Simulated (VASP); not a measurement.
Here is the system:

```
CELL_PARAMETERS angstrom
      4.23114     0.00000     0.00000
      0.00000     4.23114     0.00000
      0.00000     0.00000     2.69205
ATOMIC_POSITIONS crystal
  Si 0.00000 0.00000 0.00000
  Si 0.50000 0.50000 0.50000
  O  0.30681 0.30681 0.00000
  O  0.80681 0.19319 0.50000
  O  0.19319 0.80681 0.50000
  O  0.69319 0.69319 0.00000
```

Calculation: PBE GGA, VASP's PBE PAW potentials (set 64) (plane waves; VASP). Settings: 620 eV cut-off, 5×5×8 Γ-centred mesh, Gaussian smearing of 0.050 eV, potentials Si O.

Q: Predict the energy per atom (σ→0), band gap (on the k-mesh) with the smallest direct gap where there is one.

A: 
band gap (on the k-mesh): 5.04 eV
smallest direct gap (on the k-mesh): 5.04 eV
energy per atom (σ→0): -7.723 eV/atom

The absolute energy has meaning only against runs of the same code, potentials and settings.

The compound is SiO2 in the rutile structure, stishovite, a high-pressure form. It was relaxed first.
